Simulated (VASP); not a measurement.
Here is the system:

```yaml
crystal:
  lattice:
    - [0.00000, 2.52663, 2.52663]
    - [2.52663, 0.00000, 2.52663]
    - [2.52663, 2.52663, 0.00000]
  atoms:
    - { symbol: Eu, position: [0.00000, 0.00000, 0.00000] }
    - { symbol: O, position: [0.50000, 0.50000, 0.50000] }
```

Method: optB88-vdW, VASP's PBE PAW potentials (set 64) (plane waves; VASP). Settings: 520 eV cut-off, 9×9×9 Γ-centred mesh, Gaussian smearing of 0.050 eV, potentials Eu_2 O.

The 4f electrons are frozen in the core of the lanthanide potential, so 4f levels, which can set the real gap, and their magnetism are missing.

Q: What does the run give for the energy per atom (σ→0), pressure?

A: 
The energy per atom (σ→0) comes out as -4.746 eV/atom. The pressure is -6.18 GPa.

Total energies compare only between runs with the same potentials, cut-off and functional.

The compound is EuO in the rock salt structure. This cell is one point of a volume scan, at 1.06 of the reference volume.
